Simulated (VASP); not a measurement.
Computed with revTPSS meta-GGA, VASP's PBE PAW potentials (set 64) (plane waves; VASP).

The input files of a VASP run:

POSCAR:
```
ZnSe
1
    0.0000000000     2.8350000000     2.8350000000
    2.8350000000     0.0000000000     2.8350000000
    2.8350000000     2.8350000000     0.0000000000
Zn Se
1 1
Direct
  0.0000000000   0.0000000000   0.0000000000
  0.2500000000   0.2500000000   0.2500000000
```

### INCAR
```
SYSTEM  =  ZnSe
PREC  =  Accurate; ENCUT  =  520; LREAL  =  .False.
LASPH  =  .True.
EDIFF  =  1E-6; NELM  =  100; ALGO  =  Normal
LMAXMIX  =  4; LMIXTAU  =  .True.
ISMEAR  =  0; SIGMA  =  0.05
METAGGA  =  RTPSS
IBRION  =  2; NSW  =  60; ISIF  =  3
EDIFFG  =  -0.01
LWAVE  =  .False.; LCHARG  =  .False.
```

File KPOINTS:
```
Automatic mesh
0
Gamma
7 7 7
0 0 0
```

POTCAR, in this order: Zn Se (PBE.64 set). Program: vasp_std.

Output

**OUTCAR**
```
 ion  position               nearest neighbor table
   1  0.000  0.000  0.000-   2 2.46   2 2.46   2 2.46   2 2.46
   2  0.250  0.250  0.250-   1 2.46   1 2.46   1 2.46   1 2.46
  LATTYP: Found a face centered cubic cell.
 ALAT       =     5.6700000000
 Subroutine PRICEL returns:
 Original cell was already a primitive cell.
 Subroutine GETGRP returns: Found 24 space group operations
The static configuration has the point symmetry T_d .
The dynamic configuration has the point symmetry T_d .
 Subroutine INISYM returns: Found 24 space group operations
 Subroutine IBZKPT returns following result:
 Found     20 irreducible k-points:

 Following reciprocal coordinates:
            Coordinates               Weight
  0.000000  0.000000  0.000000      1.000000
  0.142857  0.000000  0.000000      8.000000
  0.285714  0.000000  0.000000      8.000000
  0.428571  0.000000  0.000000      8.000000
  0.142857  0.142857  0.000000      6.000000
  0.285714  0.142857  0.000000     24.000000
  0.428571  0.142857  0.000000     24.000000
 -0.428571  0.142857  0.000000     24.000000
 -0.285714  0.142857  0.000000     24.000000
 -0.142857  0.142857  0.000000     12.000000
  0.285714  0.285714  0.000000      6.000000
  0.428571  0.285714  0.000000     24.000000
 -0.428571  0.285714  0.000000     24.000000
 -0.285714  0.285714  0.000000     12.000000
  0.428571  0.428571  0.000000      6.000000
 -0.428571  0.428571  0.000000     12.000000
  0.428571  0.285714  0.142857     24.000000
 -0.428571  0.285714  0.142857     48.000000
 -0.428571  0.428571  0.142857     24.000000
 -0.285714  0.428571  0.142857     24.000000
   k-points           NKPTS =     20   k-points in BZ     NKDIM =     20   number of bands    NBANDS=     13
   number of dos      NEDOS =    301   number of ions     NIONS =      2
   total plane-waves  NPLWV =  27000
   dimension x,y,z NGX =    30 NGY =   30 NGZ =   30
...
```

### OSZICAR
```
       N       E                     dE             d eps       ncg     rms          rms(c)
DAV:   1     0.173699527749E+03    0.17370E+03   -0.19812E+05   520   0.662E+05
DAV:   2    -0.874150336595E+02   -0.26111E+03   -0.25291E+03   858   0.392E+02
DAV:   3    -0.572858283283E+02    0.30129E+02   -0.80149E+02   787   0.130E+02
DAV:   4    -0.102363477216E+04   -0.96635E+03   -0.89573E+03   781   0.422E+01
DAV:   5    -0.241308614190E+03    0.78233E+03   -0.26609E+03   742   0.149E+02    0.642E+00
DAV:   6     0.652073451312E+01    0.24783E+03   -0.43775E+01   580   0.586E+01    0.357E+00
DAV:   7     0.657413521362E+01    0.53401E-01   -0.74395E-01   580   0.103E+01    0.209E+00
DAV:   8     0.669303646319E+01    0.11890E+00   -0.22720E-01   545   0.682E+00    0.788E-01
DAV:   9     0.653715259732E+01   -0.15588E+00   -0.25169E-01   530   0.671E+00    0.422E-01
DAV:  10     0.659556752676E+01    0.58415E-01   -0.10483E-01   520   0.315E+00    0.228E-01
DAV:  11     0.656971546319E+01   -0.25852E-01   -0.11956E-02   530   0.147E+00    0.116E-01
DAV:  12     0.658351271030E+01    0.13797E-01   -0.35865E+03   520   0.117E+05    0.498E-02
DAV:  13     0.656309743832E+01   -0.20415E-01   -0.20297E-01   520   0.663E+00    0.314E-02
DAV:  14     0.656229294499E+01   -0.80449E-03   -0.46249E-04   643   0.343E-01    0.256E-02
DAV:  15     0.657802008564E+01    0.15727E-01   -0.55048E-01   520   0.233E+01    0.256E-02
DAV:  16     0.656224911993E+01   -0.15771E-01   -0.12207E-01   520   0.516E+00    0.817E-03
DAV:  17     0.656217036496E+01   -0.78755E-04   -0.63665E-05   595   0.106E-01    0.989E-03
DAV:  18     0.656216886260E+01   -0.15024E-05   -0.38080E-06   550   0.240E-02    0.758E-03
DAV:  19     0.656216056566E+01   -0.82969E-05   -0.16075E-05   530   0.412E-02    0.183E-03
DAV:  20     0.656216085328E+01    0.28762E-06   -0.16184E-06   460   0.192E-02
   1 F= 0.65621609E+01 E0= 0.65621609E+01  d E =0.656216E+01
       N       E                     dE             d eps       ncg     rms          rms(c)
DAV:   1     0.655087734337E+01   -0.11283E-01   -0.15858E-01   620   0.858E+00    0.743E-01
DAV:   2     0.656053865071E+01    0.96613E-02   -0.28008E-02   615   0.514E+00    0.280E-01
DAV:   3     0.656158895692E+01    0.10503E-02   -0.17103E-03   525   0.553E-01    0.126E-01
DAV:   4     0.656195568342E+01    0.36673E-03   -0.42245E-04   695   0.350E-01    0.566E-02
DAV:   5     0.656261632932E+01    0.66065E-03   -0.83029E-04   520   0.540E-01    0.205E-02
DAV:   6     0.656205791293E+01   -0.55842E-03   -0.92174E-04   520   0.635E-01    0.139E-02
DAV:   7     0.656184621064E+01   -0.21170E-03   -0.12661E-04   520   0.220E-01    0.407E-03
DAV:   8     0.656184502573E+01   -0.11849E-05   -0.47174E-06   560   0.335E-02    0.312E-03
DAV:   9     0.656184555518E+01    0.52946E-06   -0.54125E-07   265   0.176E-02
   2 F= 0.65618456E+01 E0= 0.65618456E+01  d E =-.315298E-03
       N       E                     dE             d eps       ncg     rms          rms(c)
DAV:   1     0.656120311071E+01   -0.64192E-03   -0.87752E-03   620   0.204E+00    0.173E-01
DAV:   2     0.656172082807E+01    0.51772E-03   -0.14861E-03   615   0.114E+00    0.662E-02
DAV:   3     0.656178529628E+01    0.64468E-04   -0.98759E-05   525   0.135E-01    0.296E-02
DAV:   4     0.656181045980E+01    0.25164E-04   -0.24603E-05   696   0.828E-02    0.130E-02
DAV:   5     0.656185734081E+01    0.46881E-04   -0.52526E-05   520   0.135E-01    0.470E-03
DAV:   6     0.656181571272E+01   -0.41628E-04   -0.49667E-05   520   0.146E-01    0.285E-03
DAV:   7     0.656180766237E+01   -0.80503E-05   -0.52108E-06   520   0.430E-02    0.909E-04
DAV:   8     0.656180757551E+01   -0.86864E-07   -0.16852E-07   260   0.681E-03
   3 F= 0.65618076E+01 E0= 0.65618076E+01  d E =-.353278E-03
```

OUTCAR:
```
------------------------ aborting loop because EDIFF is reached ----------------------------------------
  FORCE on cell =-STRESS in cart. coord.  units (eV):
  Direction    XX          YY          ZZ          XY          YZ          ZX
  --------------------------------------------------------------------------------------
  Total        0.0097958      0.0097958      0.0097958      0.0000000     -0.0000000      0.0000000
  in kB        0.3465401      0.3465401      0.3465401      0.0000000     -0.0000000      0.0000000
  external PRESSURE =       0.3465401 kB  Pullay stress =       0.0000000 kB
  volume of cell :       45.29
      direct lattice vectors                 reciprocal lattice vectors
     0.000000000  2.829146665  2.829146665    -0.176731735  0.176731735  0.176731735
     2.829146665 -0.000000000  2.829146665     0.176731735 -0.176731735  0.176731735
     2.829146665  2.829146665  0.000000000     0.176731735  0.176731735 -0.176731735
  FREE ENERGIE OF THE ION-ELECTRON SYSTEM (eV)
  ---------------------------------------------------
  free  energy   TOTEN  =         6.5618075755 eV

  energy  without entropy=        6.5618075755  energy(sigma->0) =        6.56180758

 reached required accuracy - stopping structural energy minimisation
```
(Selected blocks of OUTCAR.)

CONTCAR:
```
ZnSe
   1.00000000000000
     0.0000000000000000    2.8291466654516260    2.8291466654516260
     2.8291466654516260   -0.0000000000000000    2.8291466654516260
     2.8291466654516260    2.8291466654516260    0.0000000000000000
  Zn              Se
     1     1
Direct
     0.0000000000000000    0.0000000000000000    0.0000000000000000
     0.2500000000000000    0.2500000000000000    0.2500000000000000
```

The compound is ZnSe in the zinc blende structure. This run relaxes it. Symmetry was kept, so distortions that lower it aren't found.
